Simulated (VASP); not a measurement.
An input for Quantum ESPRESSO's pw.x (written as the equivalent of a VASP run, and not itself run):

```
&CONTROL
  calculation = 'scf'
  pseudo_dir = './pseudo'
  outdir = './out'
  tprnfor = .true.
  tstress = .true.
/
&SYSTEM
  ibrav = 0
  nat = 4
  ntyp = 1
  ecutwfc = 44
  occupations = 'tetrahedra'
  input_dft = 'vdw-df-ob86'
/
&ELECTRONS
  conv_thr = 7.3e-09
  electron_maxstep = 100
/
ATOMIC_SPECIES
  P 30.974 P.upf
CELL_PARAMETERS angstrom
     1.6635068   -5.2455458   -0.0000000
     1.6635068    5.2455458    0.0000000
     0.0000000    0.0000000    4.3500442
ATOMIC_POSITIONS crystal
  P    0.1031145  0.8968855  0.9219214
  P    0.3968855  0.6031145  0.4219214
  P    0.6031145  0.3968855  0.5780786
  P    0.8968855  0.1031145  0.0780786
K_POINTS automatic
  11 11 8 0 0 0
```

**Question.** Translate this input to VASP (INCAR, KPOINTS, POSCAR, choice of POTCAR).

**Answer.** One answer among several that fit: 
POSCAR:
```
P
1
    1.6635067827    -5.2455457754    -0.0000000000
    1.6635067827     5.2455457754     0.0000000000
    0.0000000000     0.0000000000     4.3500441511
P
4
Direct
  0.1031144920   0.8968855080   0.9219213928
  0.3968855080   0.6031144920   0.4219213928
  0.6031144920   0.3968855080   0.5780786072
  0.8968855080   0.1031144920   0.0780786072
```

**KPOINTS**
```
Automatic mesh
0
Gamma
 11 11 8
```

INCAR:
```
! general
SYSTEM  =P
PREC    =Accurate
ENCUT   =520
LREAL   =F   ! projection in real space or not
LASPH   =T   ! aspherical one-centre terms

! electronic loop
EDIFF   =1E-7   ! SCF stop (eV)
NELM    =100
ALGO    =Normal   ! blocked Davidson

! smearing
ISMEAR  =-5   ! tetrahedra, Bloechl

! functional
GGA     =MK
LUSE_VDW=T
AGGAC   =0.0
PARAM1  =0.1234
PARAM2  =1.0

! ions
ISIF    =2

! output
LWAVE   =F
LCHARG  =T
LORBIT  =11   ! lm-projected
NEDOS   =601

! other
LEFG    =T
```

POTCAR, in this order: P (PBE.64 set). Program: vasp_std.

What does not carry over: the potentials are each code's own (VASP's PAW set, PseudoDojo norm-conserving files in pw.x), so ENCUT and ecutwfc are chosen apart and not converted; conv_thr bounds pw.x's estimated SCF error, while EDIFF bounds the energy change between steps; the field gradients of LEFG aren't asked of the other code.

The compound is P in the black structure. It was relaxed first.
